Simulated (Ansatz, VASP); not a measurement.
**Sc3Te in VASP and in Ansatz**

```
Sc Te
1.0
     0.00000    3.49731    3.49731
     3.49731    0.00000    3.49731
     3.49731    3.49731    0.00000
Sc Te
3 1
Direct
  0.25000 0.25000 0.25000
  0.75000 0.75000 0.75000
  0.50000 0.50000 0.50000
  0.00000 0.00000 0.00000
```

Change from the starting cell: species swapped into the PrCd3 type (Fm-3m, No. 225).

Alike in both runs: task single point; functional PBE; k mesh 4 × 4 × 4; occupations gaussian, width 0.1 eV; no spin polarisation.

|  | VASP | Ansatz |
| --- | --- | --- |
| version | VASP 6.6.1 | Ansatz 0.2.0 |
| potentials or method | VASP PAW PBE potentials, release 64 (Sc_sv, Te) | scalar-relativistic, plane waves, PAW |
| plane-wave cutoff (eV) | 520 | 420 |
| valence electrons in the cell | 39 | 49 |

|  | VASP | Ansatz | Ansatz less VASP |
| --- | --- | --- | --- |
| gap on the k mesh at the Fermi level (eV) | none | none | - |
| pressure (GPa) | 3.4 | 3.3 | -0.09 |

A gap of «none» marks a metal or a gap that the smearing closes. The two sets of potentials don't hold the same shells in valence.

Caveats: the k mesh is coarse (spacing up to 0.39 Å⁻¹), so the values aren't converged. Spin-orbit coupling is left out, which matters for the levels of Te.
